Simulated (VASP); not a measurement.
These are vdW-DF2, VASP's PBE PAW potentials (set 64) (plane waves; VASP 6.6.1) values and carry that method's errors.

VASP input:

KPOINTS:
```
Automatic
0
Gamma
  12 12 12
```

**POSCAR**
```
TiCo
1
    2.9902704764     0.0000000000     0.0000000000
    0.0000000000     2.9902704764     0.0000000000
    0.0000000000     0.0000000000     2.9902704764
Ti Co
1 1
Direct
  0.0000000000   0.0000000000   0.0000000000
  0.5000000000   0.5000000000   0.5000000000
```

**INCAR**
```
! general
SYSTEM  =TiCo
PREC    =Accurate
ENCUT   =520   ! plane-wave cut-off (eV)
LREAL   =.False.
LASPH   =.True.   ! aspherical one-centre terms

! electronic loop
EDIFF   =1E-7   ! SCF stop (eV)
NELM    =100   ! most electronic steps
ALGO    =Normal   ! blocked Davidson
LMAXMIX =4   ! l cut-off of mixed one-centre charges

! smearing
ISMEAR  =1   ! Methfessel-Paxton
SIGMA   =0.1   ! width (eV)

! functional
GGA     =ML
LUSE_VDW=.True.
AGGAC   =0.0
ZAB_VDW =-1.8867

! ions
ISIF    =2   ! forces and stress, cell fixed

! output
LWAVE   =.False.
LCHARG  =.False.
```

POTCAR, in this order: Ti_sv Co (PBE.64 set). Program: vasp_std.

The resulting files:

File OSZICAR:
```
       N       E                     dE             d eps       ncg     rms          rms(c)
DAV:   1     0.161005122771E+03    0.16101E+03   -0.10521E+04  2352   0.188E+03
DAV:   2    -0.122804152437E+01   -0.16223E+03   -0.15955E+03  2436   0.412E+02
DAV:   3    -0.104212413505E+02   -0.91932E+01   -0.91045E+01  3784   0.108E+02
DAV:   4    -0.106853075278E+02   -0.26407E+00   -0.26188E+00  2840   0.153E+01
DAV:   5    -0.106965014129E+02   -0.11194E-01   -0.11193E-01  3530   0.282E+00    0.113E+01
DAV:   6    -0.886900128284E+01    0.18275E+01   -0.89560E+00  3088   0.395E+01    0.379E+00
DAV:   7    -0.951370393139E+01   -0.64470E+00   -0.52064E+00  3364   0.277E+01    0.829E+00
DAV:   8    -0.886691467923E+01    0.64679E+00   -0.44717E+00  3454   0.233E+01    0.267E+00
DAV:   9    -0.885342133243E+01    0.13493E-01   -0.22500E-01  3488   0.624E+00    0.304E-01
DAV:  10    -0.885384295634E+01   -0.42162E-03   -0.92818E-03  2822   0.114E+00    0.121E-01
DAV:  11    -0.885387867330E+01   -0.35717E-04   -0.94621E-04  3650   0.347E-01    0.676E-02
DAV:  12    -0.885385152248E+01    0.27151E-04   -0.91996E-05  2792   0.128E-01    0.311E-02
DAV:  13    -0.885384024219E+01    0.11280E-04   -0.28390E-05  3598   0.554E-02    0.682E-03
DAV:  14    -0.885383878007E+01    0.14621E-05   -0.19696E-06  2668   0.160E-02    0.179E-03
DAV:  15    -0.885383901067E+01   -0.23060E-06   -0.15913E-07  1956   0.381E-03    0.101E-03
DAV:  16    -0.885383931060E+01   -0.29993E-06   -0.76504E-08  1374   0.371E-03    0.528E-04
DAV:  17    -0.885383923315E+01    0.77450E-07   -0.19797E-08  1266   0.197E-03
   1 F= -.88538392E+01 E0= -.88533700E+01  d E =-.140781E-02
```

### OUTCAR
```
------------------------ aborting loop because EDIFF is reached ----------------------------------------
  FORCE on cell =-STRESS in cart. coord.  units (eV):
  Direction    XX          YY          ZZ          XY          YZ          ZX
  --------------------------------------------------------------------------------------
  Total        0.8189619      0.8189619      0.8189619      0.0000000     -0.0000000     -0.0000000
  in kB       49.0730287     49.0730287     49.0730287      0.0000000     -0.0000000     -0.0000000
  external PRESSURE =      49.0730287 kB  Pullay stress =       0.0000000 kB
  volume of cell :       26.74
      direct lattice vectors                 reciprocal lattice vectors
     2.990270476  0.000000000  0.000000000     0.334417909  0.000000000  0.000000000
     0.000000000  2.990270476  0.000000000     0.000000000  0.334417909  0.000000000
     0.000000000  0.000000000  2.990270476     0.000000000  0.000000000  0.334417909
 POSITION                                       TOTAL-FORCE (eV/Angst)
 -----------------------------------------------------------------------------------
      0.00000      0.00000      0.00000         0.000000      0.000000      0.000000
      1.49514      1.49514      1.49514         0.000000      0.000000      0.000000
 -----------------------------------------------------------------------------------
    total drift:                                0.000000      0.000000     -0.000000
  FREE ENERGIE OF THE ION-ELECTRON SYSTEM (eV)
  ---------------------------------------------------
  free  energy   TOTEN  =        -8.8538392332 eV

  energy  without entropy=       -8.8524314215  energy(sigma->0) =       -8.85336996
```
(Selected blocks of OUTCAR.)

OUTCAR:
```
 val. band max:        9.9650667898   @ k =   0.5000   0.1667   0.0833

 cond. band min:       9.9803102555   @ k =   0.4167   0.3333   0.3333


 Fermi energy:         9.9749770035

 k-point     1 :       0.0000    0.0000    0.0000
  band No.  band energies     occupation
      1     -47.3963      2.00000
      2     -23.4866      2.00000
      3     -23.4866      2.00000
      4     -23.4866      2.00000
      5       2.4799      2.00000
      6       6.2787      2.00000
      7       6.2787      2.00000
      8       8.4755      2.00000
      9       8.4755      2.00000
     10       8.4755      2.00000
     11      10.6860     -0.00000
     12      10.6860     -0.00000
     13      12.5180      0.00000
     14      12.5180      0.00000

 k-point     2 :       0.0833    0.0000    0.0000
  band No.  band energies     occupation
      1     -47.3942      2.00000
      2     -23.5063      2.00000
      3     -23.4852      2.00000
      4     -23.4852      2.00000
      5       2.6169      2.00000
      6       6.3395      2.00000
      7       6.3418      2.00000
      8       8.4668      2.00000
      9       8.4668      2.00000
     10       8.5002      2.00000
     11      10.6167     -0.00000
     12      10.7136     -0.00000
     13      12.3409      0.00000
     14      12.3409      0.00000

 k-point     3 :       0.1667    0.0000    0.0000
  band No.  band energies     occupation
      1     -47.3886      2.00000
      2     -23.5598      2.00000
      3     -23.4813      2.00000
      4     -23.4813      2.00000
      5       3.0178      2.00000
      6       6.5089      2.00000
      7       6.5175      2.00000
      8       8.4454      2.00000
      9       8.4454      2.00000
     10       8.5697      2.00000
     11      10.4149     -0.00000
     12      10.7755     -0.00000
     13      11.9079     -0.00000
     14      11.9079     -0.00000

 k-point     4 :       0.2500    0.0000    0.0000
  band No.  band energies     occupation
...
```

The compound is TiCo in the CsCl type structure. This cell is one point of a volume scan, at 0.97 of the reference volume. The run is not spin-polarised, so no magnetic state was tried. The electron count is odd and the run is not spin-polarised, which forces a metal.
